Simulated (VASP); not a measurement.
**Mg2CdO3: single point with r2SCAN**

Mg2CdO3:

```xyz
12
Lattice="2.7412 -4.7366 0.0000 2.7412 4.7366 0.0000 -1.8237 0.0000 5.1173" Properties=species:S:1:pos:R:3 pbc="T T T"
Mg    1.3734   -0.8208    3.8380
Mg    2.2852    0.8208    1.2793
Mg    2.2852   -2.3551    1.2793
Mg    1.3734    2.3551    3.8380
Cd    1.3734   -3.9924    3.8380
Cd    2.2852    3.9924    1.2793
O     0.6250    0.8910    2.5166
O     3.9455    0.8910    0.0421
O     3.0336   -0.8910    2.6008
O    -0.2868   -0.8910    5.0752
O     0.4587   -2.3683    2.5587
O     1.3706    2.3683    0.0000
```

The cell was built by a generator and needn't be a form met in nature.

```
Program             : VASP 6.6.1
Task                : single point
Functional          : r2SCAN
Potentials or basis : VASP PAW PBE potentials, release 64 (Mg, Cd, O)
Cutoff              : 520 eV
k mesh              : 6 × 6 × 6
Occupations         : gaussian, width 0.03 eV
Spin                : no spin polarisation
```

| Property | Result |
| --- | --- |
| Pressure | -5.2 GPa |
| Largest force | 0.067 eV/Å |
| Band gap on the k mesh | 2.05 eV, indirect (least direct gap 2.27 eV) |

Forces on the atoms (eV/Å):
```
Mg   0.000 -0.039  0.000
Mg   0.000  0.039  0.000
Mg   0.000  0.059  0.000
Mg   0.000 -0.059  0.000
Cd   0.000  0.043  0.000
Cd   0.000 -0.043  0.000
O   -0.055 -0.035 -0.013
O    0.055 -0.035  0.013
O    0.055  0.035  0.013
O   -0.055  0.035 -0.013
O    0.000  0.000  0.000
O    0.000  0.000  0.000
```

Stress tensor (GPa, compression positive):
```
-5.21  0.00  0.08
 0.00 -5.18  0.00
 0.08  0.00 -5.23
```

Levels at points of the mesh, in eV from the valence-band top:
```csv
k point,band 32,band 33,band 34,band 35,band 36,band 37
"(0.00, 0.00, 0.00)",-0.94,-0.67,-0.22,2.05,6.02,7.94
"(0.50, 0.00, 0.00)",-1.08,-0.91,-0.53,4.60,5.89,7.38
"(0.50, 0.50, 0.00)",-1.06,-0.87,0.00,4.75,5.20,6.45
"(0.00, 0.00, 0.50)",-0.81,-0.66,-0.66,4.37,4.37,8.61
"(0.50, 0.00, 0.50)",-1.14,-0.72,-0.24,4.65,5.47,6.41
"(0.50, 0.50, 0.50)",-1.36,-0.71,-0.71,5.60,5.60,7.28
```

Run time: 8.8 min on 4 MPI ranks on Intel(R) Xeon(R) Platinum 8559C (Emerald Rapids) (shared host), peak memory 0.5 GiB a rank.

Caveat: the PAW data sets were made with another functional, which shifts forces and pressure a little. A k mesh can miss the band edges.
